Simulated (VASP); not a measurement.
Computed with MS2 meta-GGA, VASP's PBE PAW potentials (set 64) (plane waves; VASP 6.6.1).

VASP ran on this input.

INCAR:
```
SYSTEM  =  HfC
PREC  =  Accurate; ENCUT  =  520; LREAL  =  .FALSE.
LASPH  =  .TRUE.
EDIFF  =  1E-7; NELM  =  100; ALGO  =  Normal
LMAXMIX  =  6; LMIXTAU  =  .TRUE.
ISMEAR  =  1; SIGMA  =  0.1
METAGGA  =  MS2
ISIF  =  2
LWAVE  =  .FALSE.; LCHARG  =  .FALSE.
```

KPOINTS:
```
K-points
0
G
14 14 14
0 0 0
```

File POSCAR:
```
HfC
1
    0.0000000000     2.3067076734     2.3067076734
    2.3067076734     0.0000000000     2.3067076734
    2.3067076734     2.3067076734     0.0000000000
Hf C
1 1
Direct
  0.0000000000   0.0000000000   0.0000000000
  0.5000000000   0.5000000000   0.5000000000
```

POTCAR, in this order: Hf_pv C (PBE.64 set). Program: vasp_std.

The run wrote:

File OSZICAR:
```
       N       E                     dE             d eps       ncg     rms          rms(c)
DAV:   1     0.219878477297E+02    0.21988E+02   -0.75828E+03  2288   0.119E+03
DAV:   2    -0.231387201819E+02   -0.45127E+02   -0.42438E+02  2866   0.212E+02
DAV:   3    -0.247027871674E+02   -0.15641E+01   -0.15286E+01  3000   0.302E+01
DAV:   4    -0.247163234051E+02   -0.13536E-01   -0.13521E-01  2720   0.279E+00
DAV:   5    -0.247164787207E+02   -0.15532E-03   -0.15530E-03  2913   0.259E-01    0.672E+01
DAV:   6    -0.569453259993E+01    0.19022E+02   -0.16591E+01  2673   0.341E+01    0.433E+01
DAV:   7    -0.809406621657E+01   -0.23995E+01   -0.29076E+00  2401   0.165E+01    0.124E+01
DAV:   8    -0.626001873827E+01    0.18340E+01   -0.29666E+00  2416   0.140E+01    0.494E+00
DAV:   9    -0.635647367207E+01   -0.96455E-01   -0.34694E-01  2428   0.550E+00    0.158E+00
DAV:  10    -0.627678217313E+01    0.79691E-01   -0.20011E-02  2644   0.139E+00    0.205E+00
DAV:  11    -0.628240525230E+01   -0.56231E-02   -0.29928E-04  2767   0.180E-01    0.187E+00
DAV:  12    -0.645349296823E+01   -0.17109E+00   -0.15038E-01  2340   0.421E+00    0.338E-01
DAV:  13    -0.645320738530E+01    0.28558E-03   -0.42719E-03  2709   0.701E-01    0.657E-01
DAV:  14    -0.645299778010E+01    0.20961E-03   -0.22902E-04  2726   0.162E-01    0.104E+00
DAV:  15    -0.645286246922E+01    0.13531E-03   -0.16382E-04  2704   0.836E-02    0.894E-01
DAV:  16    -0.645891574350E+01   -0.60533E-02   -0.87465E-03  2380   0.943E-01    0.699E-01
DAV:  17    -0.645901678198E+01   -0.10104E-03   -0.54034E-04  2767   0.210E-01    0.109E+00
DAV:  18    -0.645892383577E+01    0.92946E-04   -0.70647E-04  2621   0.193E-01    0.373E-01
DAV:  19    -0.645894849792E+01   -0.24662E-04   -0.43308E-04  2431   0.208E-01    0.732E-02
DAV:  20    -0.645894453094E+01    0.39670E-05   -0.26414E-05  2880   0.419E-02    0.161E-01
DAV:  21    -0.645893446036E+01    0.10071E-04   -0.30083E-06  2375   0.220E-02    0.111E-01
DAV:  22    -0.645894569026E+01   -0.11230E-04   -0.11018E-05  2554   0.267E-02    0.433E-03
DAV:  23    -0.645894808338E+01   -0.23931E-05   -0.89634E-07  2330   0.124E-02    0.100E-02
DAV:  24    -0.645895106443E+01   -0.29811E-05   -0.50092E-07  2312   0.843E-03    0.503E-03
DAV:  25    -0.645895002104E+01    0.10434E-05   -0.73380E-08  1386   0.344E-03    0.114E-03
DAV:  26    -0.645895086272E+01   -0.84168E-06   -0.17328E-08  1180   0.135E-03    0.804E-04
DAV:  27    -0.645895062139E+01    0.24133E-06   -0.41465E-09  1165   0.539E-04    0.843E-04
DAV:  28    -0.645895087273E+01   -0.25135E-06   -0.10978E-09  1162   0.435E-04    0.261E-04
DAV:  29    -0.645895084490E+01    0.27830E-07   -0.19165E-10  1162   0.133E-04
   1 F= -.64589508E+01 E0= -.64589616E+01  d E =0.323764E-04
```

OUTCAR:
```
------------------------ aborting loop because EDIFF is reached ----------------------------------------
  FORCE on cell =-STRESS in cart. coord.  units (eV):
  Direction    XX          YY          ZZ          XY          YZ          ZX
  --------------------------------------------------------------------------------------
  Total       -0.0204867     -0.0204867     -0.0204867      0.0000000      0.0000000      0.0000000
  in kB       -1.3371346     -1.3371346     -1.3371346      0.0000000      0.0000000      0.0000000
  external PRESSURE =      -1.3371346 kB  Pullay stress =       0.0000000 kB
  volume of cell :       24.55
      direct lattice vectors                 reciprocal lattice vectors
     0.000000000  2.306707673  2.306707673    -0.216759152  0.216759152  0.216759152
     2.306707673  0.000000000  2.306707673     0.216759152 -0.216759152  0.216759152
     2.306707673  2.306707673  0.000000000     0.216759152  0.216759152 -0.216759152
 POSITION                                       TOTAL-FORCE (eV/Angst)
 -----------------------------------------------------------------------------------
      0.00000      0.00000      0.00000        -0.000000     -0.000000      0.000000
      2.30671      2.30671      2.30671         0.000000      0.000000     -0.000000
 -----------------------------------------------------------------------------------
    total drift:                                0.000000     -0.000000     -0.000000
  FREE ENERGIE OF THE ION-ELECTRON SYSTEM (eV)
  ---------------------------------------------------
  free  energy   TOTEN  =        -6.4589508449 eV

  energy  without entropy=       -6.4589832213  energy(sigma->0) =       -6.45896164
```
(Selected blocks of OUTCAR.)

OUTCAR:
```
 val. band max:        5.8972884538   @ k =   0.5000   0.5000   0.0000

 cond. band min:       5.9924703601   @ k =   0.4286   0.3571   0.0000


 Fermi energy:         5.9595366774

 k-point     1 :       0.0000    0.0000    0.0000
  band No.  band energies     occupation
      1     -23.4644      2.00000
      2     -23.4644      2.00000
      3     -23.4644      2.00000
      4      -7.1345      2.00000
      5       7.0313     -0.00000
      6       7.0313     -0.00000
      7       7.0313     -0.00000
      8       7.4546     -0.00000
      9       7.4546     -0.00000
     10       7.4546     -0.00000
     11       9.6768      0.00000

 k-point     2 :       0.0714    0.0000    0.0000
  band No.  band energies     occupation
      1     -23.5062      2.00000
      2     -23.4680      2.00000
      3     -23.4680      2.00000
      4      -6.9981      2.00000
      5       6.0956     -0.06621
      6       6.3883     -0.00000
      7       6.3883     -0.00000
      8       7.7312     -0.00000
      9       7.7312     -0.00000
     10       8.0497      0.00000
     11      10.3234      0.00000

 k-point     3 :       0.1429    0.0000    0.0000
  band No.  band energies     occupation
      1     -23.6216      2.00000
      2     -23.4782      2.00000
      3     -23.4782      2.00000
      4      -6.6045      2.00000
      5       4.7902      2.00000
      6       5.4262      2.00000
      7       5.4262      2.00000
      8       8.1697      0.00000
      9       8.1697      0.00000
     10       8.5202      0.00000
     11      11.6701      0.00000

 k-point     4 :       0.2143    0.0000    0.0000
  band No.  band energies     occupation
      1     -23.7833      2.00000
      2     -23.4929      2.00000
      3     -23.4929      2.00000
      4      -5.9962      2.00000
      5       3.4388      2.00000
      6       4.5382      2.00000
      7       4.5382      2.00000
      8       8.8016      0.00000
      9       8.8016      0.00000
...
```

Unless said otherwise, spin-orbit coupling is left out, though it shifts the bands of the heavy elements here.

The compound is HfC in the rock salt structure. It was relaxed first.
